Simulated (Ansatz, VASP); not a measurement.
# SnO2: VASP beside Ansatz

One calculation is typed for both programs; each brings its own data sets. How far apart do they land? The cell is taken from a series of runs on this material, whose earlier steps may have relaxed, scaled, displaced or heated it; both programs get it as it stands.

Method: plane waves, with VASP 6.6.1 beside it; single point at LDA, in Ansatz 0.2.0.

## Step 1: The starting structure

Symmetry: I4/m, No. 87, tetragonal system. Conventional cell: a = 10.585 Å, b = 10.585 Å, c = 3.184 Å, α = 90.00°, β = 90.00°, γ = 90.00°. Sn has 6 O at 2.03 to 2.09 Å nearest. Nearest to O lie 3 Sn at 2.03 to 2.07 Å. O has 3 Sn at 2.07 to 2.09 Å nearest. Farther neighbours and most contacts between anions are not listed.

Coordinates:

```xyz
12
Lattice="-5.2927 5.2927 1.5920 5.2927 -5.2927 1.5920 5.2927 5.2927 -1.5920" Properties=species:S:1:pos:R:3 pbc="T T T"
Sn    1.7518    3.6946    0.0000
Sn   -1.5981    3.5409    1.5920
Sn    6.8908    1.7518    0.0000
Sn    3.5409    1.5981    1.5920
O     4.8596    1.6916    0.0000
O     1.6916    5.7258    0.0000
O     3.6011   -0.4331    1.5920
O     0.4331    3.6011    1.5920
O     3.0697    3.6379    1.5920
O     3.6379   -3.0697    1.5920
O     2.2230    1.6548    0.0000
O     1.6548    8.3624    0.0000
```

## Step 2: VASP: single point, LDA, pair 1

A single point gives forces, pressure and levels at one fixed geometry, so differences don't come from the geometry; what else differs is listed under the comparison.

Lines of VASP's logs that name or quote its potential files are left out, and so is its time.

The input, INCAR:

```
SYSTEM = SnO2
PREC = Accurate
ENCUT = 600
EDIFF = 1E-06
NELM = 120
ISMEAR = -1
SIGMA = 0.02
LREAL = .FALSE.
ALGO = Normal
GGA = PW92
NBANDS = 64
LORBIT = 11
LWAVE = .FALSE.
LCHARG = .FALSE.
ISIF = 2
LASPH = .TRUE.
GGA_COMPAT = .FALSE.
EFERMI = MIDGAP
KPAR = 2
```

The input, POSCAR:

```
SnO2
1.0
   -5.2927103500      5.2927103500      1.5919895050
    5.2927103500     -5.2927103500      1.5919895050
    5.2927103500      5.2927103500     -1.5919895050
Sn O
4 8
Direct
    0.3490310028      0.1654964339      0.5145274368
    0.8345035662      0.3490310027      0.1835345689
    0.1654964340      0.6509689973      0.8164654313
    0.6509689974      0.8345035661      0.4854725634
    0.1598032230      0.4590844636      0.6188876866
    0.5409155365      0.1598032229      0.7007187594
    0.4590844637      0.8401967771      0.2992812408
    0.8401967772      0.5409155364      0.3811123136
    0.8436732875      0.7899938795      0.6336671670
    0.2100061206      0.8436732874      0.0536794080
    0.1563267127      0.2100061205      0.3663328332
    0.7899938796      0.1563267126      0.9463205922
```

The input, KPOINTS:

```
Automatic mesh
0
Gamma
8 8 8
0 0 0
```

Potentials, in the order of the species: Sn_d and O (LDA family, release 64).

Started as:

```sh
mpirun -np 2 vasp_std
```

Numbers of over 12 decimals in the logs are rounded to 6 here.

What it wrote:

```text
[banner, memory and clock lines left out]
running    2 mpi-ranks, on    1 nodes
 distrk:  each k-point on    1 cores,    2 groups
 distr:  one band on    1 cores,    1 groups

 POSCAR found type information on POSCAR SnO
 POSCAR found :  2 types and      12 ions
|                                                                             |
|               ----> ADVICE to this user running VASP <----                  |
|                                                                             |
|     You enforced a specific xc type in the INCAR file but a different       |
|     [... a line on the potential file left out ...]
|     I HOPE YOU KNOW WHAT YOU ARE DOING!                                     |
|                                                                             |

 LDA part: xc-table for (Slater(with rela. corr.)+PW92), standard interpolation
 POSCAR, INCAR and KPOINTS ok, starting setup
 FFT: planning ... GRIDC
 FFT: planning ... GRID_SOFT
 FFT: planning ... GRID
 WAVECAR not read
 entering main loop
       N       E                     dE             d eps       ncg     rms          rms(c)
DAV:   1     0.167892674914E+04    0.16789E+04   -0.53210E+04 11664   0.263E+03
DAV:   2     0.271822492672E+03   -0.14071E+04   -0.13349E+04 10688   0.827E+02
DAV:   3    -0.646945618153E+02   -0.33652E+03   -0.32917E+03 10944   0.289E+02
DAV:   4    -0.946417732797E+02   -0.29947E+02   -0.29622E+02 12376   0.957E+01
DAV:   5    -0.955575899558E+02   -0.91582E+00   -0.91274E+00 11800   0.174E+01    0.219E+01
DAV:   6    -0.833570316949E+02    0.12201E+02   -0.43219E+01 16240   0.710E+01    0.837E+00
DAV:   7    -0.834999041772E+02   -0.14287E+00   -0.49607E+00 11152   0.930E+00    0.470E+00
DAV:   8    -0.833517325235E+02    0.14817E+00   -0.75640E-01 14872   0.595E+00    0.121E+00
DAV:   9    -0.833089683090E+02    0.42764E-01   -0.20422E-01 14992   0.460E+00    0.225E-01
DAV:  10    -0.833097225499E+02   -0.75424E-03   -0.15162E-02 12152   0.806E-01    0.133E-01
DAV:  11    -0.833098366159E+02   -0.11407E-03   -0.16392E-03 12816   0.235E-01    0.379E-02
DAV:  12    -0.833098250315E+02    0.11584E-04   -0.12386E-04 15304   0.994E-02    0.172E-02
DAV:  13    -0.833098279347E+02   -0.29033E-05   -0.57948E-05 14336   0.438E-02    0.727E-03
DAV:  14    -0.833098283925E+02   -0.45777E-06   -0.47035E-06  9992   0.151E-02
   1 F= -.83309828E+02 E0= -.83309828E+02  d E =0.000000E+00
```

OUTCAR, selected parts (step 2):

```text
ion  position               nearest neighbor table
   1  0.349  0.165  0.515-   6 2.03   9 2.07   9 2.07   8 2.07   8 2.07  11 2.09   4 3.18   4 3.18
                             3 3.71   3 3.71   2 3.71   2 3.71
   2  0.835  0.349  0.184-   8 2.03  10 2.07  10 2.07   7 2.07   7 2.07  12 2.09   3 3.18   3 3.18
                             4 3.71   4 3.71   1 3.71   1 3.71
   3  0.165  0.651  0.816-   5 2.03  12 2.07  12 2.07   6 2.07   6 2.07  10 2.09   2 3.18   2 3.18
                             1 3.71   1 3.71   4 3.71   4 3.71
   4  0.651  0.835  0.485-   7 2.03  11 2.07  11 2.07   5 2.07   5 2.07   9 2.09   1 3.18   1 3.18
                             2 3.71   2 3.71   3 3.71   3 3.71
   5  0.160  0.459  0.619-   3 2.03   4 2.07   4 2.07
   6  0.541  0.160  0.701-   1 2.03   3 2.07   3 2.07
   7  0.459  0.840  0.299-   4 2.03   2 2.07   2 2.07
   8  0.840  0.541  0.381-   2 2.03   1 2.07   1 2.07
   9  0.844  0.790  0.634-   1 2.07   1 2.07   4 2.09
  10  0.210  0.844  0.054-   2 2.07   2 2.07   3 2.09
  11  0.156  0.210  0.366-   4 2.07   4 2.07   1 2.09
  12  0.790  0.156  0.946-   3 2.07   3 2.07   2 2.09

  LATTYP: Found a body centered tetragonal cell.
 ALAT       =    10.5854207000
 C/A-ratio  =     0.3007890853

 Subroutine GETGRP returns: Found  8 space group operations
 (whereof  8 operations were pure point group operations)

The static configuration has the point symmetry C_4h.

 Found     78 irreducible k-points:

   k-points           NKPTS =     78   k-points in BZ     NKDIM =     78   number of bands    NBANDS=     64

   dimension x,y,z NGX =    64 NGY =   64 NGZ =   64
   dimension x,y,z NGXF=   128 NGYF=  128 NGZF=  128

   ENCUT  =  600.0 eV  44.10 Ry    6.64 a.u.  15.28 15.28 15.28*2*pi/ulx,y,z

   NELECT =     104.0000    total number of electrons

 k-points in reciprocal lattice and weights: Automatic mesh
   0.00000000  0.00000000  0.00000000       0.002
   0.12500000  0.00000000  0.00000000       0.016
   0.25000000  0.00000000  0.00000000       0.016
   0.37500000  0.00000000 -0.00000000       0.016
   0.50000000  0.00000000  0.00000000       0.008
   0.12500000  0.12500000  0.00000000       0.016
   0.25000000  0.12500000  0.00000000       0.016
  -0.12500000 -0.25000000  0.00000000       0.016
   0.37500000  0.12500000 -0.00000000       0.016
[...]
-0.37500000 -0.37500000  0.37500000       0.004
   0.50000000  0.50000000  0.50000000       0.002

 average (electrostatic) potential at core
       1-102.0485       2-102.0485       3-102.0485       4-102.0485       5 -72.0174
       6 -72.0174       7 -72.0174       8 -72.0174       9 -71.5423      10 -71.5423
      11 -71.5423      12 -71.5423

 E-fermi :   3.6605

 k-point     1 :       0.0000    0.0000    0.0000
  band No.  band energies     occupation
    ...
     48       1.9778      2.00000
     49       2.1465      2.00000
     50       2.4247      2.00000
     51       2.4247      2.00000
     52       2.4327      2.00000
     53       4.6718      0.00000
     54       7.6625      0.00000
     55       7.6625      0.00000
     56       8.0828      0.00000
     57       9.4910      0.00000
    ...

 k-point     2 :       0.1250    0.0000    0.0000
  band No.  band energies     occupation
    ...
     48       2.0342      2.00000
     49       2.0895      2.00000
     50       2.3417      2.00000
     51       2.5099      2.00000
     52       2.5216      2.00000
     53       5.4790      0.00000
     54       7.9352      0.00000
     55       8.0134      0.00000
     56       8.4318      0.00000
     57       9.9394      0.00000
    ...

 k-point     3 :       0.2500    0.0000    0.0000
  band No.  band energies     occupation
    ...
     48       2.0876      2.00000
     49       2.1165      2.00000
     50       2.2099      2.00000
     51       2.5399      2.00000
     52       2.5410      2.00000
     53       6.9342      0.00000
     54       8.3647      0.00000
     55       8.5467      0.00000
     56       9.0170      0.00000
     57      10.6589      0.00000
    ...

  Total        0.2406463      0.2406463     -0.0542792      0.0000001      0.0000000     -0.0000000
  in kB        2.1613911      2.1613911     -0.4875145      0.0000007      0.0000000     -0.0000000
  external PRESSURE =       1.2784226 kB  Pullay stress =       0.0000000 kB

  energy-cutoff  :      600.00
  volume of cell :      178.38
      direct lattice vectors                 reciprocal lattice vectors
    -5.292710350  5.292710350  1.591989505     0.000000000  0.094469557  0.314072422
     5.292710350 -5.292710350  1.591989505     0.094469557  0.000000000  0.314072422
     5.292710350  5.292710350 -1.591989505     0.094469557  0.094469557  0.000000000

 POSITION                                       TOTAL-FORCE (eV/Angst)
 -----------------------------------------------------------------------------------
      1.75185      3.69464     -0.00000        -0.010890      0.008931     -0.000000
     -1.59807      3.54086      1.59199         0.008931      0.010890      0.000000
      6.89078      1.75185     -0.00000        -0.008931     -0.010890      0.000000
      3.54086      1.59807      1.59199         0.010890     -0.008931      0.000000
      4.85960      1.69158      0.00000         0.011732     -0.004600      0.000000
      1.69158      5.72582      0.00000        -0.004600     -0.011732     -0.000000
      3.60113     -0.43311      1.59199         0.004600      0.011732      0.000000
      0.43311      3.60113      1.59199        -0.011732      0.004600     -0.000000
      3.06971      3.63793      1.59199         0.062411      0.046597      0.000000
      3.63793     -3.06971      1.59199         0.046597     -0.062411      0.000000
      2.22300      1.65478      0.00000        -0.062411     -0.046597     -0.000000
      1.65478      8.36242     -0.00000        -0.046597      0.062411      0.000000
 -----------------------------------------------------------------------------------
    total drift:                                0.000000     -0.000012     -0.000000

  FREE ENERGIE OF THE ION-ELECTRON SYSTEM (eV)
  ---------------------------------------------------
  free  energy   TOTEN  =       -83.3098283925 eV

  energy  without entropy=      -83.3098283925  energy(sigma->0) =      -83.30982839

 total charge
# of ion       s       p       d       tot
------------------------------------------
    1        0.912   1.128  10.377  12.417
    2        0.912   1.128  10.377  12.417
    3        0.912   1.128  10.377  12.417
    4        0.912   1.128  10.377  12.417
    5        1.547   3.487   0.000   5.034
    6        1.547   3.487   0.000   5.034
    7        1.547   3.487   0.000   5.034
    8        1.547   3.487   0.000   5.034
    9        1.560   3.450   0.000   5.010
   10        1.560   3.450   0.000   5.010
   11        1.560   3.450   0.000   5.010
   12        1.560   3.450   0.000   5.010
--------------------------------------------------
tot         16.074  32.261  41.508  89.843

[... 3 further parts left out ...]
```

The run ends at a pressure of 0.13 GPa, with forces up to 0.078 eV/Å.

## Step 3: Ansatz: single point, LDA, pair 1

Ansatz runs on its PAW soft_1 files.

The same cell, functional (in two slightly different forms), mesh and smearing now go to Ansatz, which takes its cutoff from its data sets.

The input, input.yaml:

```yaml
crystal:
  lattice:
    - [-5.29271035, 5.29271035, 1.591989505]
    - [5.29271035, -5.29271035, 1.591989505]
    - [5.29271035, 5.29271035, -1.591989505]
  atoms:
    - { symbol: Sn, position: [0.3490310027, 0.1654964339, 0.5145274367] }
    - { symbol: Sn, position: [0.8345035661, 0.3490310027, 0.1835345688] }
    - { symbol: Sn, position: [0.1654964339, 0.6509689973, 0.8164654312] }
    - { symbol: Sn, position: [0.6509689973, 0.8345035661, 0.4854725633] }
    - { symbol: O, position: [0.1598032229, 0.4590844636, 0.6188876865] }
    - { symbol: O, position: [0.5409155364, 0.1598032229, 0.7007187593] }
    - { symbol: O, position: [0.4590844636, 0.8401967771, 0.2992812407] }
    - { symbol: O, position: [0.8401967771, 0.5409155364, 0.3811123135] }
    - { symbol: O, position: [0.8436732874, 0.7899938795, 0.6336671668] }
    - { symbol: O, position: [0.2100061205, 0.8436732874, 0.0536794079] }
    - { symbol: O, position: [0.1563267126, 0.2100061205, 0.3663328332] }
    - { symbol: O, position: [0.7899938795, 0.1563267126, 0.9463205921] }
kpoints:
  mp_grid: { grid: [8, 8, 8] }
  band_path:
    path:
      - [0.0, 0.0, 0.0]
      - [-0.5, 0.5, 0.0]
      - [-0.5, 0.5, 0.5]
      - [-0.27261852, -0.27261852, 0.27261852]
      - [-0.72738148, 0.27261852, 0.72738148]
      - [-0.75, 0.25, 0.25]
      - [-0.5, 0.0, 0.5]
      - [-0.522738148, 0.477261852, 0.522738148]
      - [-0.05, 0.05, 0.0]
    npoints: 1
hamiltonian:
  xc: lda
  pseudopotentials: { kind: paw, azcp: { folder: soft_1 }, xc_functional: pbe }
scf:
  occupations: { method: fermi_dirac, width: 0.02 }
  n_extra_bands: 8
output:
  eigenvalues: true
  forces: true
  stress: true
```

Started as:

```sh
ansatz run input.yaml --threads 2 --pin off --max-ram 92160MiB --backend cuda --events-out ev --progress --plain --runs-dir out --devices 1 --max-vram 13GiB
```

What it wrote:

```text
basis.fft_grid_basis auto: the FFT boxes are laid along the combinations [[1, 1, 0], [0, 1, 0], [0, 0, 1]] of the cell's own vectors, 3.184, 7.652 and 7.652 Å long. The dense box has 24×54×54 points. Along the cell's own vectors, as sized, it would have 54×54×54, 2.25 times as many. Of the 8 symmetry operations that the crystal satisfies within crystal.symmetry.tolerance (time reversal apart; of a slab, those that ke [...]
scf.n_extra_bands = 8 over 52 filled bands (N_el = 104.0): the run solves 60 bands
GPUs: using 1 of 1 available (devices: 1).
Engine: ansatz 0.2.0, x86_64-unknown-linux-gnu
Pseudopotentials: kind: paw
Pseudopotential: Sn, paw, valence charge 14, recommended cutoff 420 eV (normal), soft_1/Sn.paw.azcp
Pseudopotential: O, paw, valence charge 6, recommended cutoff 420 eV (normal), soft_1/O.paw.azcp
Functional definition: SPW92
  exchange = slater_x
  correlation = pw_c
device memory: the entry about to start is reckoned to put 3.5 GiB on a device that reports 43.8 GiB free (of which the cap on the GPU budget leaves the run 13.0 GiB)
GPU FFT provider: cuFFT
GPU libraries: cuBLAS 13.8.2, cuFFT 12.4.0, cuSOLVER 12.3.4
Crystal: 12 atoms, lattice volume = 178.384 Å³
Basis set: ecut = 420 eV, 3477 PW (Γ), FFT grids on a1+a2, a2, a3
Bands: 60, of which v1, the nominal top of the filled ones, is band 52 counted from 1 (51 counted from 0)
Symmetry: 8 space group operations
Space group: I4/m (ITA 87), of the structure as read, at distance tolerance 5.6e-5 Å
k-points: 78 of 512
Non-local potential: Sn, projectors of the file, l = 0: 2, l = 1: 2, l = 2: 2, l = 3: 1
Non-local potential: O, projectors of the file, l = 0: 2, l = 1: 2, l = 2: 1
PAW form: soft (Blöchl's): semilocal exchange-correlation on the pseudo side does not see the compensation charge
PAW frozen core: Sn, regenerated for the run's functional, and the local potential with it (the file was generated under x = pbe(κ = 0.804, μ = 0.219515), c = pbe(β = 0.066725))
PAW frozen core: O, regenerated for the run's functional, and the local potential with it (the file was generated under x = pbe(κ = 0.804, μ = 0.219515), c = pbe(β = 0.066725))
PAW one-centre angular grid: Sn, 590 points (default); XC on 64 Gauss nodes
PAW one-centre angular grid: O, 110 points (default); XC on 64 Gauss nodes
Initial density: superposition of atomic densities (chi_scale 0.1, normalization cell, long waves kept (reshape's long-wave potential 0.24 eV rms))
Initial wavefunctions: pseudopotential atomic-orbital guess
GPU buffer pool allocated for 69984 grid points (all kernels)
GPU transforms: local potential and band sums: pruned to the plane-wave sphere, on 24×54×54
Functional: x = slater, c = lda
SCF iter   1: F=—  HF=-27961.303020 eV  |F-HF|=—  |Δ(HF+E_count)|=         —  Δρ=5.95e-2  dr2=5.13e0  ethr=3.10e-3  ⟨swp⟩=6.9  Hψ=18577  notcnv=0
preconditioner: auto → Resta (q_TF=auto, 2.494 Å⁻¹)  ε∞=3.3  [insulator: Δε(μ)=2.382 eV  Ē_g=18.514 eV  σ=0.020 eV  W_gap=1.00  n_scr=48 (ndim 8)  ℏωp=28.4 eV  f_vac=0.181  D(μ)=0.00/eV (n_scr^D=0)  ε∞_Penn≈3.3]
SCF iter   2: F=—  HF=-27960.084762 eV  |F-HF|=—  |Δ(HF+E_count)|=    1.22e0  Δρ=2.98e-2  dr2=1.01e0  ethr=3.10e-3  ⟨swp⟩=3.5  Hψ=9875  notcnv=0  defer=312
SCF iter   3: F=—  HF=-27959.818656 eV  |F-HF|=—  |Δ(HF+E_count)|=   2.66e-1  Δρ=9.45e-3  dr2=1.86e-1  ethr=9.71e-4  ⟨swp⟩=3.0  Hψ=8740  notcnv=0  defer=312
SCF iter   4: F=—  HF=-27959.770788 eV  |F-HF|=—  |Δ(HF+E_count)|=   4.79e-2  Δρ=2.24e-3  dr2=9.14e-3  ethr=1.79e-4  ⟨swp⟩=2.4  Hψ=6872  notcnv=0  defer=312
SCF iter   5: F=—  HF=-27959.772464 eV  |F-HF|=—  |Δ(HF+E_count)|=   1.68e-3  Δρ=1.02e-3  dr2=2.19e-3  ethr=8.79e-6  ⟨swp⟩=2.0  Hψ=6524  notcnv=0  defer=312
SCF iter   6: F=—  HF=-27959.773196 eV  |F-HF|=—  |Δ(HF+E_count)|=   7.33e-4  Δρ=8.42e-4  dr2=1.20e-3  ethr=2.11e-6  ⟨swp⟩=2.1  Hψ=7119  notcnv=0  defer=312
SCF iter   7: F=—  HF=-27959.772966 eV  |F-HF|=—  |Δ(HF+E_count)|=   2.31e-4  Δρ=1.35e-4  dr2=6.33e-5  ethr=1.15e-6  ⟨swp⟩=2.1  Hψ=6415  notcnv=0  defer=312
SCF iter   8: F=—  HF=-27959.773631 eV  |F-HF|=—  |Δ(HF+E_count)|=   6.65e-4  Δρ=3.65e-5  dr2=5.12e-6  ethr=6.08e-8  ⟨swp⟩=2.0  Hψ=6546  notcnv=0  defer=312
SCF iter   9: F=—  HF=-27959.773644 eV  |F-HF|=—  |Δ(HF+E_count)|=   1.33e-5  Δρ=1.06e-5  dr2=2.80e-7  ethr=4.93e-9  ⟨swp⟩=2.2  Hψ=6813  notcnv=0  defer=312
SCF iter  10: F=-27959.773645 eV  HF=-27959.773645 eV  |F-HF|=4.62e-8  |Δ(HF+E_count)|=   6.70e-7  Δρ=2.57e-6  dr2=1.56e-8  ethr=9.62e-11  ⟨swp⟩=16.1  Hψ=24520  notcnv=0
SCF 1 converged in 10 iterations: F = -27959.773645 eV  dr2 = 1.56e-8
  greatest PAW one-centre occupation: 0.997 electrons in one spin orbital (limit 2), on the Sn atom at site 3 (counted from 0), in its partial waves of l = 2
device memory: the entry about to start is reckoned to put 2.2 GiB on a device that reports 43.1 GiB free (of which the cap on the GPU budget leaves the run 13.0 GiB)
NSCF: frozen V_eff on 9 k-points
SCF converged after 10 iterations
Free energy (F): -27959.773645 eV
Harris-Foulkes:  -27959.773645 eV  (|F-HF|=4.62e-8)
Internal energy: -27959.773645 eV  (E = F + TS)
E sigma→0 (E₀):  -27959.773645 eV
Fermi energy:    6.365313 eV
--- Per-component energies (eV) ---
  E_band       = -614.393333
  E_kinetic    = 2030.944133
  E_local      = -10984.676724  (includes V_loc(G=0)·N_el)
  E_nonlocal   = 1035.866527
  E_hartree    = 5014.686760
  E_xc         = -1059.555447
  E_vxc        = -1045.614228  (∫ρ·V_xc dr)
  E_paw        = -18132.944726  (= ΣΔE_a)
  E_vpaw       = -1680.295388  (= ΣTr[D̂ρ^β])
  E_aug_tail   = 0.007810  (compensation charges beyond the density's cutoff)
  E_ewald      = -5866.576914
  E_core_change = 2.474936  (= ΣΔE_core)
  E_smearing   = -0.000000  (= −TS)
  E_closure    = 0.000000  (closes the sum)
  Σ components = -27959.773645   (vs F -27959.773645, Δ=0.00e0)
--- Forces (eV/Å), atoms counted from 1 ---
  atom   1  Sn     0.00305921     0.00531666     0.00000000
  atom   2  Sn     0.00531666    -0.00305921     0.00000000
  atom   3  Sn    -0.00531666     0.00305921     0.00000000
  atom   4  Sn    -0.00305921    -0.00531666     0.00000000
  atom   5  O      0.00227774     0.00063372     0.00000000
  atom   6  O      0.00063372    -0.00227774     0.00000000
  atom   7  O     -0.00063372     0.00227774     0.00000000
  atom   8  O     -0.00227774    -0.00063372     0.00000000
  atom   9  O     -0.00128488     0.00122180     0.00000000
  atom  10  O      0.00122180     0.00128488    -0.00000000
  atom  11  O      0.00128488    -0.00122180     0.00000000
  atom  12  O     -0.00122180    -0.00128488     0.00000000
  max |Σ_I F_I| component: 2.17e-19 eV/Å
--- Stress (GPa, compression-positive) ---
       -0.406385       0.000000       0.000000
       -0.000000      -0.406385       0.000000
        0.000000       0.000000      -1.057214
  P = ⅓ Tr σ = -0.6233 GPa (-6.233 kbar)
--- Band table (eV; the first three rows and the last of 78) ---
  k-point 0: bands = [... 48 lower, 4.8247, 5.0972, 5.0972, 5.1165, 7.3373, 10.3315, 10.3315, 10.7458, ... 4 higher]
  k-point 1: bands = [... 48 lower, 4.8213, 5.0121, 5.0962, 5.1874, 7.4581, 10.1540, 10.3632, 10.8461, ... 4 higher]
  k-point 2: bands = [... 48 lower, 4.8112, 4.9147, 5.0961, 5.2446, 7.7687, 9.8069, 10.4405, 10.9756, ... 4 higher]
  k-point 77: bands = [... 48 lower, 4.7775, 4.7775, 5.1217, 5.3205, 9.3608, 9.3608, 9.5764, 11.0839, ... 4 higher]
```

The column dr2 measures how far the density is from self-consistency, as an energy; F and HF (Harris–Foulkes) agree once it is small.

[end of part 1 of 2]

[Lines on the potential files, build, host, timing and source positions are cut from VASP's logs without a mark.]

[Logs are printed without paths, hosts, clocks, repeated set-up lines and the standing remarks that a program may print on its own settings, such as how far it seeks lower states.]

[Hosts, paths, dates, database ids (printed as entryN), source tags and the programs' standing remarks are cut or masked in the printed files.]
